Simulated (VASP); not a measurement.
Input:

```yaml
crystal:
  lattice:
    - [0.00000, 2.09494, 2.09494]
    - [2.09494, 0.00000, 2.09494]
    - [2.09494, 2.09494, 0.00000]
  atoms:
    - { symbol: Au, position: [0.00000, 0.00000, 0.00000] }
```

The numbers are results of r2SCAN+rVV10, VASP's PBE PAW potentials (set 64) (plane waves; VASP), not measurements. Run with 520 eV cut-off, 15×15×15 Γ-centred mesh, first-order Methfessel-Paxton smearing of 0.10 eV, potentials Au.

Problem. Give the stress tensor in GPa (positive for a compressed cell).

Solution. 
```
-8.14   0.00   0.00
 0.00  -8.14   0.00
 0.00   0.00  -8.14
```
The pressure is its mean diagonal, -8.14 GPa.

The compound is Au in the fcc structure. This cell is one point of a volume scan, at 1.06 of the reference volume.
